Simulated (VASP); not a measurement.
The system is Ga2GeO5.

```
CELL_PARAMETERS angstrom
0.00000 3.70761 3.70761
3.70761 0.00000 3.70761
3.70761 3.70761 0.00000
ATOMIC_POSITIONS crystal
Ga 0.00000 0.00000 0.00000
Ga 0.50000 0.50000 0.50000
Ge 0.25000 0.25000 0.25000
O 0.61772 0.14684 0.61772
O 0.61772 0.61772 0.61772
O 0.14684 0.61772 0.61772
O 0.61772 0.61772 0.14684
O 0.75000 0.75000 0.75000
```

The cell was built by a generator and needn't be a form met in nature.

```yaml
Program: VASP 6.6.1
Task: relaxation of cell and atoms
Functional: PBE
Potentials_or_basis: VASP PAW PBE potentials, release 64 (Ga_d, Ge_d, O)
Cutoff: 520 eV
k_mesh: 3 × 3 × 3
Occupations: gaussian, width 0.15 eV
Spin: no spin polarisation
```

At the start: pressure 53.8 GPa; volume 12.74 Å³/atom.

Question: How do energy, volume and symmetry change on relaxing?

Answer: Over 11 steps the energy falls by 888.9 meV/atom and the volume is 16.73 Å³/atom (+31.3 %); space group F-43m (No. 216, to 0.05 Å).

The path:
| step | energy change (eV) | largest force (eV/Å) | pressure (GPa) | volume (Å³) |
| --- | --- | --- | --- | --- |
| 1 | 0.0000 | 13.6452 | 53.85 | 101.93 |
| 2 | 2.0268 | 11.0502 | 3.89 | 179.06 |
| 3 | -5.4263 | 4.7991 | 14.89 | 128.42 |
| 4 | -5.5651 | 3.8005 | 5.86 | 126.04 |
| 5 | -6.0856 | 1.2857 | 16.39 | 113.56 |
| 6 | -6.1208 | 2.6541 | 11.49 | 117.80 |
| 7 | -6.1443 | 2.2489 | 12.23 | 116.46 |
| 8 | -7.0819 | 0.4723 | -1.33 | 136.29 |
| 9 | -7.0849 | 0.5102 | -1.01 | 135.60 |
| 10 | -7.1107 | 0.0891 | 0.03 | 133.67 |
| 11 | -7.1113 | 0.0194 | -0.43 | 133.86 |

Final structure:
```
Ga Ge O
1.0
     0.00000    4.06011    4.06011
     4.06011    0.00000    4.06011
     4.06011    4.06011    0.00000
Ga Ge O
2 1 5
Direct
  0.00000 0.00000 0.00000
  0.50000 0.50000 0.50000
  0.25000 0.25000 0.25000
  0.62913 0.11261 0.62913
  0.62913 0.62913 0.62913
  0.11261 0.62913 0.62913
  0.62913 0.62913 0.11261
  0.75000 0.75000 0.75000
```

Caveat: the k mesh is coarse (spacing up to 0.49 Å⁻¹), so the values aren't converged; the volume moved by over 15 % at a fixed basis, so the end points are rough.
